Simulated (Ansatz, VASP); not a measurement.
# Sn2Ir: VASP beside Ansatz

```
CELL_PARAMETERS angstrom
0.00000 3.21070 3.21070
3.21070 0.00000 3.21070
3.21070 3.21070 0.00000
ATOMIC_POSITIONS crystal
Sn 0.25000 0.25000 0.25000
Sn 0.75000 0.75000 0.75000
Ir 0.00000 0.00000 0.00000
```

Change from the starting cell: volume scaled by 1.04.

Alike in both runs: task single point; functional LDA; k mesh 10 × 10 × 10; occupations fermi-dirac, width 0.03 eV; no spin polarisation.

|  | VASP | Ansatz |
| --- | --- | --- |
| version | VASP 6.6.1 | Ansatz 0.2.0 |
| potentials or method | VASP PAW LDA potentials, release 64 (Sn_d, Ir), cutoff 520 eV | all-electron LAPW, scalar-relativistic |

Ansatz gave:

* pressure (GPa): -6.5

Problem. Estimate VASP's values.

Solution. Pressure (GPa): -6.3.

Ansatz ran all-electron here, so the differences hold the error of VASP's frozen core and of both bases.

The runs have no spin-orbit coupling, so splittings on Ir are missing.
